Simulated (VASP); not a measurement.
An input for Quantum ESPRESSO's pw.x (written as the equivalent of a VASP run, and not itself run):

```
&CONTROL
  calculation = 'scf'
  pseudo_dir = './pseudo'
  outdir = './out'
  tprnfor = .true.
  tstress = .true.
/
&SYSTEM
  ibrav = 0
  nat = 3
  ntyp = 2
  ecutwfc = 84
  occupations = 'smearing'
  smearing = 'gaussian'
  degauss = 0.003675
  input_dft = 'pbe'
/
&ELECTRONS
  conv_thr = 7.3e-08
  electron_maxstep = 100
/
ATOMIC_SPECIES
  Ca 40.078 Ca.upf
  F 18.998 F.upf
CELL_PARAMETERS angstrom
     0.0000000    2.7330050    2.6948020
     2.7972450    0.0000000    2.6948020
     2.7972450    2.7330050    0.0000000
ATOMIC_POSITIONS crystal
  Ca   0.0000000  0.0000000  0.0000000
  F    0.2500000  0.2500000  0.2500000
  F    0.7421190  0.7578810  0.7578810
K_POINTS automatic
  2 2 2 1 1 1
```

### Question
Write the VASP files for the same calculation (PBE).

### Answer
Several could match; the one computed here: 
INCAR:
```
! general
SYSTEM = CaF2
PREC   = Accurate
ENCUT  = 520   ! plane-wave cut-off (eV)
LREAL  = .FALSE.   ! projection in real space or not
LASPH  = .TRUE.   ! aspherical one-centre terms

! electronic loop
EDIFF  = 1E-6
NELM   = 100   ! most electronic steps
ALGO   = Normal

! smearing
ISMEAR = 0   ! Gaussian
SIGMA  = 0.05   ! width (eV)

! functional
GGA    = PE   ! PBE

! ions
ISIF   = 2

! output
LWAVE  = .FALSE.
LCHARG = .FALSE.
```

**POSCAR**
```
CaF2
5.594490
  0.0000000000   0.4885172732   0.4816885900
  0.5000000000   0.0000000000   0.4816885900
  0.5000000000   0.4885172732   0.0000000000
Ca F
1 2
direct
  0.0000000000   0.0000000000   0.0000000000
  0.2500000000   0.2500000000   0.2500000000
  0.7421190000   0.7578810000   0.7578810000
```

### KPOINTS
```
Automatic mesh
0
Monkhorst-Pack
2 2 2
0 0 0
```

POTCAR, in this order: Ca_sv F (PBE.64 set). Program: vasp_std.

The two are equivalent in intent, not identical: the potentials are each code's own (VASP's PAW set, PseudoDojo norm-conserving files in pw.x), so ENCUT and ecutwfc are chosen apart and not converted; conv_thr bounds pw.x's estimated SCF error, while EDIFF bounds the energy change between steps; an even Monkhorst-Pack mesh in KPOINTS is the half-step-shifted mesh of pw.x.

The compound is CaF2 in the fluorite structure. The cell was not relaxed at this level, atoms are displaced from their ideal sites. The k-mesh is coarse (spacing up to 0.99 per Å, 2π included), so the numbers may not be converged in it. The run is one of a series of settings (KPOINTS 2×2×2 Monkhorst-Pack mesh against the base run), some of them coarse on purpose.
